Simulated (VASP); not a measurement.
An input for Quantum ESPRESSO's pw.x (written as the equivalent of a VASP run, and not itself run):

```
&CONTROL
  calculation = 'vc-relax'
  pseudo_dir = './pseudo'
  outdir = './out'
  tprnfor = .true.
  tstress = .true.
  nstep = 60
  forc_conv_thr = 0.00039
/
&SYSTEM
  ibrav = 0
  nat = 2
  ntyp = 2
  ecutwfc = 84
  occupations = 'smearing'
  smearing = 'methfessel-paxton'
  degauss = 0.00735
  input_dft = 'pbe'
/
&ELECTRONS
  conv_thr = 7.3e-08
  electron_maxstep = 100
/
&IONS
/
&CELL
/
ATOMIC_SPECIES
  Sc 44.956 Sc.upf
  As 74.922 As.upf
CELL_PARAMETERS angstrom
     0.0000000    3.3370850    3.3370850
     3.3370850    0.0000000    3.3370850
     3.3370850    3.3370850    0.0000000
ATOMIC_POSITIONS crystal
  Sc   0.0000000  0.0000000  0.0000000
  As   0.2500000  0.2500000  0.2500000
K_POINTS automatic
  9 9 9 0 0 0
```

Task: Translate this input to VASP (INCAR, KPOINTS, POSCAR, choice of POTCAR).

Result: One answer among several that fit: 
File POSCAR:
```
ScAs
1.0
  0.0000000000   3.3370850000   3.3370850000
  3.3370850000   0.0000000000   3.3370850000
  3.3370850000   3.3370850000   0.0000000000
Sc As
1 1
direct
  0.0000000000   0.0000000000   0.0000000000
  0.2500000000   0.2500000000   0.2500000000
```

INCAR:
```
! general
SYSTEM  = ScAs
PREC    = Accurate
ENCUT   = 400
LREAL   = .False.
LASPH   = .True.

! electronic loop
EDIFF   = 1E-6
NELM    = 100
ALGO    = Normal
LMAXMIX = 4

! smearing
ISMEAR  = 1
SIGMA   = 0.1

! functional
GGA     = PE

! ions
IBRION  = 2
NSW     = 60
ISIF    = 3
EDIFFG  = -0.01

! output
LWAVE   = .False.
LCHARG  = .False.
```

### KPOINTS
```
K-points
0
Gamma
9 9 9
0 0 0
```

POTCAR, in this order: Sc_sv As (PBE.64 set). Program: vasp_std.

Limits of the translation: the potentials are each code's own (VASP's PAW set, PseudoDojo norm-conserving files in pw.x), so ENCUT and ecutwfc are chosen apart and not converted; conv_thr bounds pw.x's estimated SCF error, while EDIFF bounds the energy change between steps; forc_conv_thr acts on force components and is met together with etot_conv_thr.

The structure was generated: ScAs was put into the zinc blende type (F-43m), which need not be its known phase. This run relaxes it. Symmetry was kept, so distortions that lower it aren't found.
